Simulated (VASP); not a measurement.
Write the native input for VASP 6.6.1 that does the following.

```
Task                   : relaxation of cell and atoms
Functional             : r2SCAN
Dispersion             : rVV10
Potentials or basis    : VASP PAW PBE potentials, release 64 (Ti_sv, C)
Cutoff                 : 600 eV
k mesh                 : 16 × 16 × 16
Occupations            : gaussian, width 0.1 eV
Spin                   : no spin polarisation
Further INCAR settings : ALGO = Normal; EDIFF = 1e-07; IBRION = 2; EDIFFG = -0.005; NSW = 90; ISIF = 3
```

The structure of TiC lies in POSCAR:

```
TiC
1.0
    0.0000000000      2.1657188400      2.1657188400
    2.1657188400      0.0000000000      2.1657188400
    2.1657188400      2.1657188400      0.0000000000
Ti C
1 1
Direct
    0.0000000000      0.0000000000      0.0000000000
    0.5000000000      0.5000000000      0.5000000000
```

The cell is a database's computed one.

These files were run (other wordings do the same):

INCAR

```
SYSTEM = TiC
ALGO = Normal
BPARAM = 11.95
CPARAM = 0.0093
EDIFF = 1E-7
EDIFFG = -0.005
ENCUT = 600
IBRION = 2
ISIF = 3
ISMEAR = 0
IVDW_NL = 2
LASPH = .True.
LCHARG = .False.
LMIXTAU = .True.
LREAL = .False.
LUSE_VDW = .True.
LWAVE = .False.
METAGGA = R2SCAN
NELM = 100
NSW = 90
PREC = Accurate
SIGMA = 0.1
```

KPOINTS

```
k-points
0
Gamma
  16 16 16
  0 0 0
```

Potentials or basis: VASP PAW PBE potentials, release 64 (Ti_sv, C).

The run is started by

```console
$ cat potpaw_PBE.64/Ti_sv/POTCAR potpaw_PBE.64/C/POTCAR > POTCAR
$ mpirun -np 1 vasp_std > vasp.out
```

Results of the run:

```
Relaxed volume                         : 10.12 Å³/atom
Relaxed cell                           : a = 3.059 Å, b = 3.059 Å, c = 3.059 Å, α = 60.00°, β = 60.00°, γ = 60.00°
Space group after relaxing (to 0.05 Å) : Fm-3m (No. 225)
Energy gained by relaxing              : 0.1 meV/atom
Ionic steps                            : 3
Pressure after relaxing                : 0.0 GPa
Band gap on the k mesh                 : none (metal or under the smearing width)
```

Caveat: the PAW data sets were made with another functional, which shifts forces and pressure a little.

It took 3.1 min on 1 thread of Intel(R) Xeon(R) 6975P-C (Granite Rapids), on a shared host, peak memory 0.26 GiB.
